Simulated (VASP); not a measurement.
The input files of a VASP run:

KPOINTS:
```
Regular mesh
0
gamma
  8 8 8
```

**INCAR**
```
LASPH  =  .TRUE.
NELM  =  100   # most electronic steps
EDIFF  =  1E-7
ENCUT  =  600   # plane-wave cut-off (eV)
GGA  =  PS   # PBEsol
ISIF  =  2   # forces and stress, cell fixed
LCHARG  =  .FALSE.
ALGO  =  Normal
SYSTEM  =  Li2O
LWAVE  =  .FALSE.
SIGMA  =  0.05   # width (eV)
ISMEAR  =  0
LREAL  =  .FALSE.
PREC  =  Accurate
```

POSCAR:
```
Li2O
1.0
  0.0000000000   2.2609694919   2.2954004993
  2.2609694919   0.0000000000   2.2954004993
  2.2609694919   2.2609694919   0.0000000000
Li O
2 1
Cartesian
  1.1304847460   1.1304847460   1.1477002496
  3.3914542379   3.3914542379   3.4431007490
  2.2609694919   4.5219389838   2.2954004993
```

POTCAR, in this order: Li_sv O (PBE.64 set). Program: vasp_std.

### Question
Translate this PBEsol calculation to Quantum ESPRESSO's pw.x.

### Answer
One equivalent input (not run):
```
&CONTROL
  calculation = 'scf'
  pseudo_dir = './pseudo'
  outdir = './out'
  tprnfor = .true.
  tstress = .true.
/
&SYSTEM
  ibrav = 0
  nat = 3
  ntyp = 2
  ecutwfc = 84
  occupations = 'smearing'
  smearing = 'gaussian'
  degauss = 0.003675
  input_dft = 'pbesol'
/
&ELECTRONS
  conv_thr = 7.3e-09
  electron_maxstep = 100
/
ATOMIC_SPECIES
  Li 6.940 Li.upf
  O 15.999 O.upf
CELL_PARAMETERS angstrom
     0.0000000    2.2609695    2.2954005
     2.2609695    0.0000000    2.2954005
     2.2609695    2.2609695    0.0000000
ATOMIC_POSITIONS crystal
  Li   0.2500000  0.2500000  0.2500000
  Li   0.7500000  0.7500000  0.7500000
  O    1.0000000  0.0000000  1.0000000
K_POINTS automatic
  8 8 8 0 0 0
```
What does not carry over: the potentials are each code's own (VASP's PAW set, PseudoDojo norm-conserving files in pw.x), so ENCUT and ecutwfc are chosen apart and not converted; conv_thr bounds pw.x's estimated SCF error, while EDIFF bounds the energy change between steps.

The compound is Li2O in the antifluorite structure. This cell was strained or had an atom moved on purpose.
